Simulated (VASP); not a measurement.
Consider the following.

```yaml
crystal:
  lattice:
    - [2.31255, -4.00263, 0.00000]
    - [2.31255, 4.00263, 0.00000]
    - [0.00000, 0.00000, 7.61630]
  atoms:
    - { symbol: In, position: [0.33188, 0.66812, 0.48815] }
    - { symbol: In, position: [0.66812, 0.33188, 0.98815] }
    - { symbol: Sb, position: [0.33450, 0.66550, 0.86185] }
    - { symbol: Sb, position: [0.66550, 0.33450, 0.36185] }
```

The numbers are results of PBEsol GGA, VASP's PBE PAW potentials (set 64) (plane waves; VASP), not measurements. Numerical set-up: 300 eV cut-off, 6×6×3 Γ-centred mesh, Gaussian smearing of 0.20 eV, potentials In_d Sb.

### Question
Give the energies of bands 13 to 21 at the high-symmetry points, in eV from the Fermi level.

### Answer

| band | Γ | Y | C0 | Z | A0 | T | S | R |
|---|---|---|---|---|---|---|---|---|
| 13 | -5.57 | -5.84 | -5.46 | -3.70 | -5.73 | -5.67 | -5.86 | -5.67 |
| 14 | -1.04 | -5.02 | -5.45 | -3.70 | -5.73 | -5.67 | -5.02 | -5.67 |
| 15 | -1.03 | -3.26 | -3.52 | -0.60 | -2.99 | -1.82 | -3.26 | -1.83 |
| 16 | -0.48 | -2.21 | -2.43 | -0.60 | -2.99 | -1.82 | -2.20 | -1.83 |
| 17 | -0.13 | -1.90 | -2.43 | -0.59 | -1.46 | -1.71 | -1.90 | -1.70 |
| 18 | -0.01 | -1.02 | -2.22 | -0.59 | -1.46 | -1.71 | -1.02 | -1.70 |
| 19 | 0.01 | 1.04 | 1.99 | 0.75 | 1.45 | 0.86 | 1.06 | 0.88 |
| 20 | 0.20 | 1.51 | 3.40 | 0.75 | 1.45 | 0.86 | 1.52 | 0.88 |
| 21 | 2.75 | 3.19 | 3.43 | 3.44 | 3.89 | 2.41 | 3.15 | 2.41 |

It has no gap at this level: it comes out as a metal or semimetal.

The structure comes from a computed database's InSb entry (Cmc2_1); how it stands against other phases isn't given here. The cell was not relaxed at this level.
